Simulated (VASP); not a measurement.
Input:

```
CELL_PARAMETERS angstrom
     -1.62973     1.62973     2.49290
      1.62973    -1.62973     2.49290
      1.62973     1.62973    -2.49290
ATOMIC_POSITIONS crystal
  In 0.00000 0.00000 0.00000
```

All values below come from PBE GGA, VASP's PBE PAW potentials (set 64) (plane waves; VASP). Run with 300 eV cut-off, 11×11×11 Γ-centred mesh, Fermi-Dirac smearing of 0.14 eV, potentials In_d.

Question: Give the energies of bands 6 to 9 at the high-symmetry points, in eV from the Fermi level.

Answer: 
```json
[
 {"band": "6", "Γ": "-9.46", "X": "-1.90", "P": "-1.26", "N": "-4.30", "M": "-3.00", "S": "-2.56", "R": "-1.70"},
 {"band": "7", "Γ": "10.43", "X": "-1.65", "P": "-0.04", "N": "-3.32", "M": "-2.66", "S": "-1.19", "R": "-0.25"},
 {"band": "8", "Γ": "10.43", "X": "3.46", "P": "-0.04", "N": "7.39", "M": "4.74", "S": "-0.53", "R": "0.16"},
 {"band": "9", "Γ": "10.60", "X": "3.93", "P": "1.75", "N": "9.11", "M": "4.74", "S": "6.17", "R": "1.32"}
]
```

It has no gap at this level: it comes out as a metal or semimetal.

The structure comes from a computed database's In entry; how it stands against other phases isn't given here. The cell was not relaxed at this level. The run is one of a series of settings (NBANDS = 19 against the base run), some of them coarse on purpose.
